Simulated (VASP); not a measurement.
These are AM05 GGA, VASP's PBE PAW potentials (set 64) (plane waves; VASP) values and carry that method's errors.

VASP ran on this input.

**INCAR**
```
ALGO = Normal
EDIFF = 1E-7
ENCUT = 520
GGA = AM
ISIF = 2
ISMEAR = -5
LASPH = T
LCHARG = T
LEFG = T
LMAXMIX = 6
LORBIT = 11
LREAL = F
LWAVE = F
NEDOS = 601
NELM = 100
PREC = Accurate
SYSTEM = WSe2
```

KPOINTS:
```
Automatic mesh
0
Gamma
9 9 2
0 0 0
```

File POSCAR:
```
WSe2
3.2667140
  0.5000000313  -0.8660253602   0.0000000000
  0.5000000313   0.8660253602   0.0000000000
  0.0000000000   0.0000000000   4.4172923995
W Se
2 4
Direct
  0.3333330000   0.6666670000   0.2500000000
  0.6666670000   0.3333330000   0.7500000000
  0.3333330000   0.6666670000   0.8659324612
  0.6666670000   0.3333330000   0.3659324612
  0.6666670000   0.3333330000   0.1340675388
  0.3333330000   0.6666670000   0.6340675388
```

POTCAR, in this order: W_sv Se (PBE.64 set). Program: vasp_std.

The resulting files:

**OUTCAR**
```
 ion  position               nearest neighbor table
   1  0.333  0.667  0.250-   4 2.52   5 2.52   4 2.52   5 2.52   4 2.52   5 2.52
   2  0.667  0.333  0.750-   3 2.52   6 2.52   3 2.52   6 2.52   3 2.52   6 2.52
   3  0.333  0.667  0.866-   2 2.52   2 2.52   2 2.52
   4  0.667  0.333  0.366-   1 2.52   1 2.52   1 2.52
   5  0.667  0.333  0.134-   1 2.52   1 2.52   1 2.52
   6  0.333  0.667  0.634-   2 2.52   2 2.52   2 2.52
  LATTYP: Found a hexagonal cell.
 ALAT       =     3.2667139278
 C/A-ratio  =     4.4172924971
 Subroutine PRICEL returns:
 Original cell was already a primitive cell.
 Subroutine GETGRP returns: Found 24 space group operations
The static configuration has the point symmetry D_3d.
 The point group associated with its full space group is D_6h.
The dynamic configuration has the point symmetry D_3d.
 Subroutine INISYM returns: Found 24 space group operations
 Subroutine IBZKPT returns following result:
 Found     24 irreducible k-points:

 Following reciprocal coordinates:
            Coordinates               Weight
  0.000000  0.000000  0.000000      1.000000
  0.111111 -0.000000  0.000000      6.000000
  0.222222  0.000000  0.000000      6.000000
...
```

**OSZICAR**
```
       N       E                     dE             d eps       ncg     rms          rms(c)
DAV:   1     0.510941675036E+03    0.51094E+03   -0.28177E+04  1688   0.161E+03
DAV:   2    -0.133724479463E+02   -0.52431E+03   -0.51320E+03  1818   0.420E+02
DAV:   3    -0.460886758301E+02   -0.32716E+02   -0.32240E+02  1861   0.935E+01
DAV:   4    -0.469576942734E+02   -0.86902E+00   -0.86534E+00  1861   0.155E+01
DAV:   5    -0.469776250391E+02   -0.19931E-01   -0.19900E-01  1919   0.232E+00    0.312E+01
DAV:   6    -0.454878749992E+02    0.14898E+01   -0.86773E+00  1722   0.168E+01    0.114E+01
DAV:   7    -0.452244401466E+02    0.26343E+00   -0.38576E+00  1688   0.800E+00    0.541E+00
DAV:   8    -0.450809985987E+02    0.14344E+00   -0.61601E-01  1968   0.444E+00    0.111E+00
DAV:   9    -0.450824493210E+02   -0.14507E-02   -0.56220E-02  1907   0.119E+00    0.757E-01
DAV:  10    -0.450819646058E+02    0.48472E-03   -0.17896E-02  1982   0.865E-01    0.190E-01
DAV:  11    -0.450819177934E+02    0.46812E-04   -0.22321E-03  1815   0.298E-01    0.133E-01
DAV:  12    -0.450819670383E+02   -0.49245E-04   -0.13239E-04  1868   0.605E-02    0.694E-02
DAV:  13    -0.450820249857E+02   -0.57947E-04   -0.11939E-04  1803   0.571E-02    0.664E-03
DAV:  14    -0.450820338802E+02   -0.88945E-05   -0.15106E-05  1851   0.182E-02    0.888E-03
DAV:  15    -0.450820346229E+02   -0.74273E-06   -0.92309E-07  1583   0.448E-03    0.550E-03
DAV:  16    -0.450820347687E+02   -0.14580E-06   -0.37533E-07  1563   0.329E-03    0.800E-04
DAV:  17    -0.450820347917E+02   -0.22913E-07   -0.51443E-08  1209   0.118E-03
   1 F= -.45082035E+02 E0= -.45082035E+02  d E =0.000000E+00
```

OUTCAR:
```
------------------------ aborting loop because EDIFF is reached ----------------------------------------
  FORCE on cell =-STRESS in cart. coord.  units (eV):
  Direction    XX          YY          ZZ          XY          YZ          ZX
  --------------------------------------------------------------------------------------
  Total        0.1121497      0.1121497      0.1037321     -0.0000000      0.0000000     -0.0000000
  in kB        1.3473754      1.3473751      1.2462452     -0.0000000      0.0000000     -0.0000000
  external PRESSURE =       1.3136652 kB  Pullay stress =       0.0000000 kB
  volume of cell :      133.36
      direct lattice vectors                 reciprocal lattice vectors
     1.633357102 -2.829057168  0.000000000     0.306117994 -0.176737326  0.000000000
     1.633357102  2.829057168  0.000000000     0.306117994  0.176737326  0.000000000
     0.000000000  0.000000000 14.430030923     0.000000000  0.000000000  0.069299921
 POSITION                                       TOTAL-FORCE (eV/Angst)
 -----------------------------------------------------------------------------------
      1.63336      0.94302      3.60751         0.000000      0.000000      0.000000
      1.63336     -0.94302     10.82252         0.000000     -0.000000      0.000000
      1.63336      0.94302     12.49543        -0.000000      0.000000     -0.006128
      1.63336     -0.94302      5.28042        -0.000000      0.000000     -0.006128
      1.63336     -0.94302      1.93460         0.000000     -0.000000      0.006128
      1.63336      0.94302      9.14961         0.000000     -0.000000      0.006128
 -----------------------------------------------------------------------------------
    total drift:                               -0.000000      0.001089     -0.000034
  FREE ENERGIE OF THE ION-ELECTRON SYSTEM (eV)
  ---------------------------------------------------
  free  energy   TOTEN  =       -45.0820347917 eV

  energy  without entropy=      -45.0820347917  energy(sigma->0) =      -45.08203479

 total charge

# of ion       s       p       d       tot
------------------------------------------
    1        2.314   6.290   3.408  12.012
    2        2.314   6.290   3.408  12.012
    3        1.474   2.354   0.072   3.900
    4        1.474   2.354   0.072   3.900
    5        1.474   2.354   0.072   3.900
    6        1.474   2.354   0.072   3.900
--------------------------------------------------
tot         10.523  21.998   7.103  39.625

 Electric field gradients after diagonalization (V/A^2)
 (convention: |V_zz| > |V_xx| > |V_yy|)
----------------------------------------------------------------------
 ion       V_xx      V_yy      V_zz     asymmetry (V_yy - V_xx)/ V_zz
----------------------------------------------------------------------
   1      74.243    74.237  -148.481       0.000
   2      74.243    74.237  -148.481       0.000
   3      41.076    41.075   -82.151       0.000
   4      41.076    41.075   -82.151       0.000
   5      41.076    41.075   -82.151       0.000
   6      41.076    41.075   -82.151       0.000
```
(Selected blocks of OUTCAR.)

Without a dispersion term in the relaxation, distances and binding between the weakly bound layers, chains or molecules are unreliable, and so is what depends on them.

The compound is WSe2 in the 2H layered structure. It was relaxed first, which changed the volume by +10 %.
